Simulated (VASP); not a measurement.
```
CuZn
1.0
    2.95000     0.00000     0.00000
    0.00000     2.95000     0.00000
    0.00000     0.00000     2.95000
Zn Cu
1 1
Direct
  0.50000   0.50000   0.50000
  0.00000   0.00000   0.00000
```
Cell charge +0.1.

Method: PBE GGA, VASP's PBE PAW potentials (set 64) (plane waves; VASP). Run with NELECT = 22.9, 400 eV cut-off, 11×11×11 Γ-centred mesh, Gaussian smearing of 0.050 eV, potentials Zn Cu.

The cell is charged, with a uniform compensating background.

Problem. Give the stress tensor in GPa (positive for a compressed cell).

Solution. 
```
-4.54   0.00   0.00
 0.00  -4.54   0.00
 0.00   0.00  -4.54
```
The pressure is its mean diagonal, -4.54 GPa.

The compound is CuZn in the CsCl type structure. The cell was not relaxed at this level. The run is one of a series of settings (ISMEAR = 0, NELECT = 22.9, SIGMA = 0.05 against the base run), some of them coarse on purpose. The electron count is odd and the run is not spin-polarised, which forces a metal.
